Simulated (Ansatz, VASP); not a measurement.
# HfMgO: VASP beside Ansatz

The input INCAR:

```
ALGO = Normal ; EDIFF = 1E-7
ENCUT = 520 ; GGA = PE
ISIF = 2 ; ISMEAR = 0
LASPH = T ; LCHARG = F
LREAL = F ; LWAVE = F
NBANDS = 16 ; NELM = 100
PREC = Accurate ; SIGMA = 0.1
```

The input KPOINTS:

```
k-points
0
Gamma
  6 6 4
```

The input POSCAR:

```
HfMgO
1.0
    3.2270808000      0.0000000000      0.0000000000
    0.0000000000      3.2270808000      0.0000000000
    0.0000000000      0.0000000000      4.4069434900
Mg Hf O
1 1 1
Direct
    0.5000000000      0.5000000000      0.4879804400
    0.0000000000      0.0000000000      0.8664803400
    0.5000000000      0.5000000000      0.1264843700
```

Input for Ansatz:

```yaml
crystal:
  lattice:
    - [3.2270808, 0.0, 0.0]
    - [0.0, 3.2270808, 0.0]
    - [0.0, 0.0, 4.40694349]
  atoms:
    - { symbol: Mg, position: [0.5, 0.5, 0.48798044] }
    - { symbol: Hf, position: [0.0, 0.0, 0.86648034] }
    - { symbol: O, position: [0.5, 0.5, 0.12648437] }
basis:
  ecutwfc: 420
kpoints:
  mp_grid: { grid: [6, 6, 4] }
hamiltonian:
  xc: pbe
scf:
  occupations: { method: gaussian, width: 0.1 }
  lower_state_search: "off"
output:
  forces: true
  stress: true
  eigenvalues: true
```

Alike in both runs: task single point; functional PBE; k mesh 6 × 6 × 4; occupations gaussian, width 0.1 eV; no spin polarisation.

```csv
,VASP,Ansatz
version,VASP 6.6.1,Ansatz 0.2.0
potentials or method,"VASP PAW PBE potentials, release 64 (Mg, Hf_pv, O)","scalar-relativistic, plane waves, PAW"
plane-wave cutoff (eV),520,420
valence electrons in the cell,18,42
```

```csv
,VASP,Ansatz,Ansatz less VASP
gap on the k mesh at the Fermi level (eV),none,none,-
pressure (GPa),17.1,16.9,-0.17
largest component of the traceless stress (GPa),42.78,41.27,-1.510
rms of the force components (eV/Å),4.782,4.603,-0.1794
```

Atom by atom the forces differ by 0.187 eV/Å (rms over components). A gap of «none» marks a metal or a gap that the smearing closes. With one functional, cell and mesh, what is left measures potentials, basis and numerics. The two sets of potentials don't hold the same shells in valence.

Caveats: so large a pressure means that the cell lies far from this level's equilibrium, or that cutoff or potentials fall short (VASP); forces of over 1 eV/Å show positions far from the minimum, so gaps and moduli don't describe the material at rest. Spin-orbit coupling is left out, which matters for the levels of Hf.
